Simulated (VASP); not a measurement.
Data:

```
CELL_PARAMETERS angstrom
      0.00000     3.04994     3.04994
      3.04994     0.00000     3.04994
      3.04994     3.04994     0.00000
ATOMIC_POSITIONS crystal
  Pb 0.00000 0.00000 0.00000
  Se 0.50000 0.50000 0.50000
```

These are PBEsol GGA with spin-orbit coupling, VASP's PBE PAW potentials (set 64) (plane waves; VASP) values and carry that method's errors. Numerical set-up: 400 eV cut-off, 7×7×7 Γ-centred mesh, Gaussian smearing of 0.050 eV, potentials Pb_d Se.

Problem. Give the energies of bands 13 to 26 at the high-symmetry points, in eV from the valence-band maximum.

Solution. 
```
band      Γ      X      U      L      W
----  -----  -----  -----  -----  -----
13    -6.09  -7.17  -7.86  -8.65  -7.83
14    -6.09  -7.17  -7.86  -8.65  -7.83
15    -2.20  -4.97  -4.56  -1.46  -4.30
16    -2.20  -4.97  -4.56  -1.46  -4.30
17    -1.57  -3.40  -2.74  -1.24  -4.10
18    -1.57  -3.40  -2.74  -1.24  -4.10
19    -1.57  -2.93  -2.21   0.00  -0.64
20    -1.57  -2.93  -2.21   0.00  -0.64
21     3.41   3.75   3.23   0.20   1.86
22     3.41   3.75   3.23   0.20   1.86
23     5.59   4.90   4.28   1.51   5.03
24     5.59   4.90   4.28   1.51   5.03
25     5.59   6.36   5.58   2.35   5.13
26     5.59   6.36   5.58   2.35   5.13
```

The gap is direct, 0.21 eV, from the valence maximum at L to the conduction minimum at L.

The compound is PbSe in the rock salt structure. It was relaxed first.
